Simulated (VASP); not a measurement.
Input:

```yaml
crystal:
  lattice:
    - [1.71596, -2.97214, 0.00000]
    - [1.71596, 2.97214, 0.00000]
    - [0.00000, 0.00000, 3.95292]
  atoms:
    - { symbol: Pt, position: [0.00000, 0.00000, 0.00000] }
    - { symbol: S, position: [0.33333, 0.66667, 0.29807] }
    - { symbol: S, position: [0.66667, 0.33333, 0.70193] }
```

The numbers are results of LDA (Ceperley-Alder, Perdew-Zunger), VASP's LDA PAW potentials (set 64) (plane waves; VASP), not measurements. Run with 500 eV cut-off, 10×10×8 Γ-centred mesh, first-order Methfessel-Paxton smearing of 0.10 eV, potentials Pt S.

Unless said otherwise, spin-orbit coupling is left out, though it shifts the bands of the heavy elements here.

Problem. Estimate the energy per atom (σ→0), pressure, band gap (on the k-mesh) with the smallest direct gap where there is one.

Solution. 
```json
{
  "band gap (on the k-mesh)": "none (metal, semimetal or under 0.01 eV)",
  "energy per atom (σ→0)": "-5.849 eV/atom",
  "pressure": "29.83 GPa"
}
```

The absolute energy has meaning only against runs of the same code, potentials and settings.

The compound is PtS2 in the 1T layered structure. It was relaxed first under an external pressure of 30 GPa.
